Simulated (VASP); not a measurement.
OSZICAR of a VASP run on C (graphite):

File OSZICAR:
```
       N       E                     dE             d eps       ncg     rms          rms(c)
DAV:   1     0.581256561526E+02    0.58126E+02   -0.85433E+03   672   0.124E+03
DAV:   2    -0.292484945484E+02   -0.87374E+02   -0.79324E+02   968   0.235E+02
DAV:   3    -0.333570568251E+02   -0.41086E+01   -0.40710E+01   836   0.512E+01
DAV:   4    -0.334113313924E+02   -0.54275E-01   -0.54171E-01   856   0.692E+00
DAV:   5    -0.334125575373E+02   -0.12261E-02   -0.12256E-02   836   0.983E-01    0.907E+00
DAV:   6    -0.311574436387E+02    0.22551E+01   -0.25160E+00   796   0.108E+01    0.516E+00
DAV:   7    -0.304477977721E+02    0.70965E+00   -0.29152E+00   800   0.115E+01    0.173E+00
DAV:   8    -0.304570013820E+02   -0.92036E-02   -0.10053E-01   744   0.233E+00    0.307E-01
DAV:   9    -0.304533154623E+02    0.36859E-02   -0.11124E-02   844   0.762E-01    0.313E-02
DAV:  10    -0.304533628941E+02   -0.47432E-04   -0.36263E-04   848   0.171E-01    0.250E-02
DAV:  11    -0.304533647518E+02   -0.18577E-05   -0.91400E-06   848   0.274E-02    0.303E-03
DAV:  12    -0.304533651319E+02   -0.38010E-06   -0.25200E-07   860   0.557E-03    0.227E-03
DAV:  13    -0.304533657087E+02   -0.57675E-06   -0.46732E-08   632   0.242E-03    0.306E-04
DAV:  14    -0.304533656528E+02    0.55878E-07   -0.32355E-09   576   0.601E-04
   1 F= -.30453366E+02 E0= -.30453366E+02  d E =-.304534E+02
       N       E                     dE             d eps       ncg     rms          rms(c)
DAV:   1    -0.305597752321E+02   -0.10641E+00   -0.36074E+00   672   0.165E+01    0.114E+00
DAV:   2    -0.305005785466E+02    0.59197E-01   -0.91549E-02   792   0.230E+00    0.666E-01
DAV:   3    -0.304761734110E+02    0.24405E-01   -0.84473E-02   784   0.188E+00    0.183E-01
DAV:   4    -0.304759148694E+02    0.25854E-03   -0.44894E-03   788   0.501E-01    0.632E-02
DAV:   5    -0.304756538824E+02    0.26099E-03   -0.75844E-04   824   0.183E-01    0.580E-03
DAV:   6    -0.304756568686E+02   -0.29861E-05   -0.19914E-05   848   0.374E-02    0.431E-03
DAV:   7    -0.304756563016E+02    0.56694E-06   -0.82412E-07   812   0.776E-03    0.193E-03
DAV:   8    -0.304756564695E+02   -0.16789E-06   -0.19193E-07   772   0.410E-03    0.272E-04
DAV:   9    -0.304756564724E+02   -0.28367E-08   -0.10874E-08   564   0.102E-03
   2 F= -.30475656E+02 E0= -.30475656E+02  d E =-.222908E-01
       N       E                     dE             d eps       ncg     rms          rms(c)
DAV:   1    -0.304786609054E+02   -0.30044E-02   -0.93089E-02   672   0.261E+00    0.182E-01
DAV:   2    -0.304771532676E+02    0.15076E-02   -0.22684E-03   820   0.360E-01    0.106E-01
DAV:   3    -0.304765084752E+02    0.64479E-03   -0.22526E-03   800   0.308E-01    0.298E-02
DAV:   4    -0.304765022576E+02    0.62176E-05   -0.13170E-04   780   0.837E-02    0.111E-02
DAV:   5    -0.304764957692E+02    0.64884E-05   -0.20039E-05   844   0.302E-02    0.101E-03
DAV:   6    -0.304764957588E+02    0.10410E-07   -0.56117E-07   800   0.623E-03
   3 F= -.30476496E+02 E0= -.30476496E+02  d E =-.231301E-01
```

### Question
Which electronic solver shows in the log?

### Answer
It is blocked Davidson (ALGO = Normal, or the opening steps of other solvers). The INCAR had ALGO = Normal.

### Question
Can the final energy be trusted as converged?

### Answer
The run converged. It stopped with EDIFF = 1E-7, NELM = 100, NSW = 30 and EDIFFG = -0.01 after 3 ionic steps (vdW-DF2, plane waves, VASP's PBE PAW potentials (set 64)).

The compound is C in the graphite structure. This cell is one point of a volume scan, at 0.97 of the reference volume. Symmetry was kept, so distortions that lower it aren't found.
